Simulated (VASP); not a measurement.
## RbOsCl3: structure and properties in VASP

Wanted: the relaxed cell of RbOsCl3 and its properties. The steps: rough relaxation of the start cell, relaxing cell and atoms (RPBE), single point with fields (RPBE), bands along the symmetry lines (RPBE), density of states (RPBE), bands along the symmetry lines (HSE06), volume scan with RPBE and fit for RPBE. The cell is invented: it takes the structure of a Materials Project entry for RbPdCl3 (space group 221 there), with some of its atoms replaced by other elements, volume scaled by an estimate. It may not be a known or stable phase. Left out of this account: 1 further run (relaxation: a spoilt try).

Main program and level: VASP 6.6.1; RPBE, no spin polarisation; plane waves and PAW (Os, Rb_sv, Cl), in the first sound run; inputs show where later runs differ.

**1. Starting point**

Before any relaxation, the start is as follows. The structure is cubic, space group Pm-3m (No. 221). The conventional cell has a = 4.934 Å, b = 4.934 Å, c = 4.934 Å, α = 90.00°, β = 90.00°, γ = 90.00°. Os has 6 Cl at 2.47 Å nearest. Nearest to Rb lie 12 Cl at 3.49 Å. Nearest to Cl lie 2 Os at 2.47 Å and 4 Rb at 3.49 Å. It derives from RbPdCl3. it takes the structure of a Materials Project entry for RbPdCl3 (space group 221 there), with some of its atoms replaced by other elements, volume scaled by an estimate. Farther neighbours and most contacts between anions are not listed.

Structure file:

```xyz
5
Lattice="4.9340 0.0000 0.0000 0.0000 4.9340 0.0000 0.0000 0.0000 4.9340" Properties=species:S:1:pos:R:3 pbc="T T T"
Os    2.4670    2.4670    2.4670
Rb    0.0000    0.0000    0.0000
Cl    0.0000    2.4670    2.4670
Cl    2.4670    0.0000    2.4670
Cl    2.4670    2.4670    0.0000
```

**2. Rough relaxation of the start cell**

The start is only an estimate, so a cheap relaxation brings it near a minimum before any careful run. RPBE by itself binds more weakly than PBE and expands cells.

INCAR reads:

```
SYSTEM = RbOsCl3
PREC = Normal
ENCUT = 400
EDIFF = 1E-05
NELM = 60
ISMEAR = -1
SIGMA = 0.05
LREAL = .FALSE.
ALGO = Fast
GGA = RP
NBANDS = 25
LORBIT = 11
LWAVE = .FALSE.
LCHARG = .FALSE.
KPAR = 2
IBRION = 2
NSW = 40
ISIF = 3
EDIFFG = -0.04
```

POSCAR reads:

```
RbOsCl3
1.0
    4.9339700000      0.0000000000      0.0000000000
    0.0000000000      4.9339700000      0.0000000000
    0.0000000000      0.0000000000      4.9339700000
Os Rb Cl
1 1 3
Direct
    0.5000000000      0.5000000000      0.5000000000
    0.0000000000      0.0000000000      0.0000000000
    0.0000000000      0.5000000000      0.5000000000
    0.5000000000      0.0000000000      0.5000000000
    0.5000000000      0.5000000000      0.0000000000
```

KPOINTS reads:

```
Automatic mesh
0
Gamma
4 4 4
0 0 0
```

Potentials, in the order of the species: Os, Rb_sv and Cl (PBE family, release 64).

Command:

```console
$ mpirun -np 2 vasp_std
```

The log of the run:

```text
[banner, memory and clock lines left out]
running    2 mpi-ranks, on    1 nodes
 distrk:  each k-point on    1 cores,    2 groups
 distr:  one band on    1 cores,    1 groups

 POSCAR found type information on POSCAR OsRbCl
 POSCAR found :  3 types and       5 ions
|                                                                             |
|               ----> ADVICE to this user running VASP <----                  |
|                                                                             |
|     You enforced a specific xc type in the INCAR file but a different       |
|     [... a line on the potential file left out ...]
|     I HOPE YOU KNOW WHAT YOU ARE DOING!                                     |
|                                                                             |

 LDA part: xc-table for (Slater+PW92), standard interpolation
 POSCAR, INCAR and KPOINTS ok, starting setup
 FFT: planning ... GRIDC
 FFT: planning ... GRID_SOFT
 FFT: planning ... GRID
 WAVECAR not read
 entering main loop
       N       E                     dE             d eps       ncg     rms          rms(c)
DAV:   1     0.231187732441E+03    0.23119E+03   -0.15315E+04   500   0.111E+03
DAV:   2    -0.305342105371E+01   -0.23424E+03   -0.23001E+03   695   0.284E+02
DAV:   3    -0.187727099346E+02   -0.15719E+02   -0.15634E+02   656   0.709E+01
DAV:   4    -0.192056115067E+02   -0.43290E+00   -0.43248E+00   766   0.123E+01
DAV:   5    -0.192128398128E+02   -0.72283E-02   -0.72280E-02   658   0.135E+00    0.167E+01
RMM:   6    -0.185447413576E+02    0.66810E+00   -0.24228E+00   518   0.586E+00    0.935E+00
RMM:   7    -0.185785646400E+02   -0.33823E-01   -0.35181E-01   514   0.313E+00    0.439E+00
RMM:   8    -0.185898926581E+02   -0.11328E-01   -0.62914E-02   510   0.141E+00    0.613E-01
RMM:   9    -0.185912039775E+02   -0.13113E-02   -0.13533E-02   562   0.579E-01    0.243E-01
RMM:  10    -0.185919220398E+02   -0.71806E-03   -0.32998E-03   514   0.353E-01    0.548E-02
RMM:  11    -0.185920159328E+02   -0.93893E-04   -0.83518E-04   576   0.159E-01    0.405E-02
RMM:  12    -0.185920346947E+02   -0.18762E-04   -0.17755E-04   524   0.656E-02    0.517E-02
RMM:  13    -0.185920594905E+02   -0.24796E-04   -0.11281E-04   502   0.579E-02    0.329E-02
RMM:  14    -0.185920670124E+02   -0.75219E-05   -0.44432E-05   386   0.303E-02
   1 F= -.18592067E+02 E0= -.18563196E+02  d E =-.185921E+02
 curvature:   0.00 expect dE= 0.000E+00 dE for cont linesearch  0.000E+00
 trial: gam= 0.00000 g(F)=  0.000E+00 g(S)=  0.719E-01 ort = 0.000E+00 (trialstep = 0.100E+01)
 search vector abs. value=  0.719E-01
 bond charge predicted
       N       E                     dE             d eps       ncg     rms          rms(c)
DAV:   1    -0.190153908411E+02   -0.42333E+00   -0.91643E+00   591   0.166E+01    0.395E+00
RMM:   2    -0.186901447377E+02    0.32525E+00   -0.53241E-01   501   0.399E+00    0.181E+00
RMM:   3    -0.186196450137E+02    0.70500E-01   -0.39337E-01   500   0.313E+00    0.833E-01
RMM:   4    -0.186228216200E+02   -0.31766E-02   -0.28420E-02   525   0.122E+00    0.464E-01
RMM:   5    -0.186235333521E+02   -0.71173E-03   -0.88060E-03   567   0.458E-01    0.975E-02
RMM:   6    -0.186236254210E+02   -0.92069E-04   -0.17274E-03   569   0.222E-01    0.104E-01
RMM:   7    -0.186236869262E+02   -0.61505E-04   -0.47889E-04   576   0.111E-01    0.410E-02
RMM:   8    -0.186237077694E+02   -0.20843E-04   -0.19561E-04   457   0.579E-02    0.317E-02
RMM:   9    -0.186237183316E+02   -0.10562E-04   -0.10540E-04   387   0.411E-02    0.500E-03
RMM:  10    -0.186237279399E+02   -0.96082E-05   -0.63150E-05   339   0.263E-02
   2 F= -.18623728E+02 E0= -.18594129E+02  d E =-.316609E-01
 trial-energy change:   -0.031661  1 .order   -0.032680   -0.071876    0.006516
 step:   0.9105(harm=  0.9169)  dis= 0.00000  next Energy=   -18.624020 (dE=-0.320E-01)
 reached required accuracy - stopping structural energy minimisation
```

Run time: 9.6 s. Hardware: 2 MPI ranks of Intel Xeon Platinum 8488C (Sapphire Rapids), shared host; peak memory 0.28 GiB; 18 s of CPU time.

The logs omit lines about the potential files and the build; timing stands in the text.

From OUTCAR (step 2):

```text
ion  position               nearest neighbor table
   1  0.500  0.500  0.500-   3 2.47   4 2.47   5 2.47   5 2.47   4 2.47   3 2.47   2 4.27   2 4.27
                             2 4.27   2 4.27   2 4.27   2 4.27   2 4.27   2 4.27
   2  0.000  0.000  0.000-   3 3.49   4 3.49   5 3.49   3 3.49   4 3.49   3 3.49   5 3.49   3 3.49
                             4 3.49   5 3.49   4 3.49   5 3.49   1 4.27   1 4.27   1 4.27   1 4.27
   3  0.000  0.500  0.500-   1 2.47   1 2.47   2 3.49   2 3.49   2 3.49   2 3.49
   4  0.500  0.000  0.500-   1 2.47   1 2.47   2 3.49   2 3.49   2 3.49   2 3.49
   5  0.500  0.500  0.000-   1 2.47   1 2.47   2 3.49   2 3.49   2 3.49   2 3.49

  LATTYP: Found a simple cubic cell.
 ALAT       =     4.9339700000

 Subroutine GETGRP returns: Found 48 space group operations
 (whereof 48 operations were pure point group operations)

The static configuration has the point symmetry O_h .

 Found     10 irreducible k-points:

   k-points           NKPTS =     10   k-points in BZ     NKDIM =     10   number of bands    NBANDS=     25

   dimension x,y,z NGX =    24 NGY =   24 NGZ =   24
   dimension x,y,z NGXF=    48 NGYF=   48 NGZF=   48

   ENCUT  =  400.0 eV  29.40 Ry    5.42 a.u.   8.05  8.05  8.05*2*pi/ulx,y,z

   NELECT =      38.0000    total number of electrons

 k-points in reciprocal lattice and weights: Automatic mesh
   0.00000000  0.00000000  0.00000000       0.016
   0.25000000  0.00000000  0.00000000       0.094
   0.50000000  0.00000000  0.00000000       0.047
   0.25000000  0.25000000  0.00000000       0.188
   0.50000000  0.25000000  0.00000000       0.188
   0.50000000  0.50000000  0.00000000       0.047
   0.25000000  0.25000000  0.25000000       0.125
   0.50000000  0.25000000  0.25000000       0.188
   0.50000000  0.50000000  0.25000000       0.094
   0.50000000  0.50000000  0.50000000       0.016

 average (electrostatic) potential at core
       1 -48.6901       2 -36.1135       3 -93.4332       4 -93.4332       5 -93.4332

 E-fermi :   3.0675

 k-point     1 :       0.0000    0.0000    0.0000
  band No.  band energies     occupation
    ...
     17       1.6193      2.00000
     18       1.6193      2.00000
     19       1.6193      2.00000
     20       2.5585      1.99992
     21       2.5585      1.99992
     22       4.4500      0.00000
     23       6.6812      0.00000
     24       7.7094      0.00000
     25       7.7094      0.00000

 k-point     2 :       0.2500    0.0000    0.0000
  band No.  band energies     occupation
    ...
     16      -0.2592      2.00000
     17       1.6342      2.00000
     18       2.3000      2.00000
     19       2.3000      2.00000
     20       2.5611      1.99992
     21       3.2274      0.07853
     22       5.9958      0.00000
     23       7.4121      0.00000
     24       8.2215      0.00000
     25       8.3357      0.00000

 k-point     3 :       0.5000    0.0000    0.0000
  band No.  band energies     occupation
    ...
     16      -0.3094      2.00000
     17       1.6493      2.00000
     18       2.5637      1.99992
     19       2.8781      1.95568
     20       2.8781      1.95568
     21       3.3875      0.00332
     22       8.4365      0.00000
     23       8.6037      0.00000
     24       9.1477      0.00000
     25       9.1538      0.00000

  Total       -0.1428650     -0.1428650     -0.1428650      0.0000000     -0.0000000      0.0000000
  in kB       -1.8213225     -1.8213225     -1.8213225      0.0000000     -0.0000000      0.0000000
  external PRESSURE =      -1.8213225 kB  Pullay stress =       0.0000000 kB

  energy-cutoff  :      400.00
  volume of cell :      125.68
      direct lattice vectors                 reciprocal lattice vectors
     5.008986846 -0.000000000  0.000000000     0.199641171  0.000000000  0.000000000
     0.000000000  5.008986846 -0.000000000     0.000000000  0.199641171 -0.000000000
     0.000000000  0.000000000  5.008986846    -0.000000000  0.000000000  0.199641171

 POSITION                                       TOTAL-FORCE (eV/Angst)
 -----------------------------------------------------------------------------------
      2.50449      2.50449      2.50449         0.000000      0.000000      0.000000
      0.00000      0.00000      0.00000         0.000000     -0.000000      0.000000
      0.00000      2.50449      2.50449         0.000000      0.000000      0.000000
      2.50449     -0.00000      2.50449         0.000000      0.000000      0.000000
      2.50449      2.50449      0.00000         0.000000     -0.000000      0.000000
 -----------------------------------------------------------------------------------
    total drift:                                0.000000     -0.000000     -0.000000

  FREE ENERGIE OF THE ION-ELECTRON SYSTEM (eV)
  ---------------------------------------------------
  free  energy   TOTEN  =       -18.6237279399 eV

  energy  without entropy=      -18.5645299196  energy(sigma->0) =      -18.59412893

 reached required accuracy - stopping structural energy minimisation

 total charge
# of ion       s       p       d       tot
------------------------------------------
    1        0.398   0.331   6.035   6.763
    2        1.937   5.362   0.015   7.314
    3        1.602   3.507   0.000   5.109
    4        1.602   3.507   0.000   5.109
    5        1.602   3.507   0.000   5.109
--------------------------------------------------
tot          7.142  16.214   6.050  29.406

[... 3 further parts left out ...]
```

CONTCAR:

```
RbOsCl3
   1.00000000000000
     5.0089868455645954   -0.0000000000000000    0.0000000000000000
     0.0000000000000000    5.0089868455645954   -0.0000000000000000
     0.0000000000000000    0.0000000000000000    5.0089868455645954
  Os              Rb              Cl
     1     1     3
Direct
     0.5000000000000000    0.5000000000000000    0.5000000000000000
     0.0000000000000000    0.0000000000000000    0.0000000000000000
     0.0000000000000000    0.5000000000000000    0.5000000000000000
     0.5000000000000000    0.0000000000000000    0.5000000000000000
     0.5000000000000000    0.5000000000000000    0.0000000000000000
```

This run has no spin polarisation, although Os can carry a moment. The k-mesh is coarse for a metal. LASPH is off, so gradient terms of the non-spherical density inside the spheres are left out; for open d or f shells this can shift gaps and moments. This relaxation is a rough one on cheap settings, only to bring the start near its minimum. The PAW data sets were made with PBE, which is usual practice but a small mismatch for other functionals. The run keeps the 48 symmetry operations of its start, so it cannot find a distortion of lower symmetry.

The steps of the relaxation:

| step | energy less that of the first step (eV) | largest force (eV/Å) | pressure (GPa) | volume (Å³) |
| --- | --- | --- | --- | --- |
| 1 | 0.0000 | 0.0000 | 2.10 | 120.11 |
| 2 | -0.0317 | 0.0000 | -0.18 | 125.68 |

| conventional cell, symmetrised | before | after | change |
| --- | --- | --- | --- |
| a (Å) | 4.934 | 5.009 | +1.5 % |
| b (Å) | 4.934 | 5.009 | +1.5 % |
| c (Å) | 4.934 | 5.009 | +1.5 % |
| volume (Å³/atom) | 24.02 | 25.14 | +4.6 % |

The relaxed structure:

```
Os Rb Cl
1.0
     5.00899    0.00000    0.00000
     0.00000    5.00899    0.00000
     0.00000    0.00000    5.00899
Os Rb Cl
1 1 3
Direct
  0.50000 0.50000 0.50000
  0.00000 0.00000 0.00000
  0.00000 0.50000 0.50000
  0.50000 0.00000 0.50000
  0.50000 0.50000 0.00000
```

This step gave:

```
electrons                       : 38
bands                           : 25
irreducible k-points            : 10
symmetry operations             : 48
free energy (TOTEN)             : -18.62 eV
energy at zero smearing         : -18.59 eV
Fermi energy                    : 3.067 eV
pressure                        : -0.1821 GPa
metallic                        : yes
SCF cycles over all ionic steps : 24
```

It ends with forces that vanish by symmetry and a pressure of -0.18 GPa.

(Continued in part 2 of 5.)

[Lines on the potential files, build, host, timing and source positions are cut from VASP's logs without a mark.]

[Logs are printed without paths, hosts, clocks, repeated set-up lines and the standing remarks that a program may print on its own settings, such as how far it seeks lower states.]

[Hosts, paths, dates, database ids (printed as entryN), source tags and the programs' standing remarks are cut or masked in the printed files.]

[A measured line is paired with the nearest computed mode of its activity, which favours agreement.]
